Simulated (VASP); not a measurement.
Data:

```
CELL_PARAMETERS angstrom
      3.58109     0.00000     0.00000
      0.00000     3.58109     0.00000
      0.00000     0.00000     3.58109
ATOMIC_POSITIONS crystal
  Fe 0.00000 0.00000 0.00000
  Ni 0.00000 0.50000 0.50000
  Ni 0.50000 0.00000 0.50000
  Ni 0.50000 0.50000 0.00000
```
Starting moments (μB, in the order of the record's atoms Fe Ni Ni Ni): 2.8 0.6 0.6 0.6.

Method: optB86b-vdW, VASP's PBE PAW potentials (set 64) (plane waves; VASP). Settings: 520 eV cut-off, 9×9×9 Γ-centred mesh, first-order Methfessel-Paxton smearing of 0.10 eV, potentials Fe Ni.

**Question.** Give the stress tensor in GPa (positive for a compressed cell).

**Answer.** 
```
-10.47    0.00    0.00
  0.00  -10.47    0.00
  0.00    0.00  -10.47
```
The pressure is its mean diagonal, -10.47 GPa.

The compound is Ni3Fe in the L1_2 structure. This cell is one point of a volume scan, at 1.06 of the reference volume.
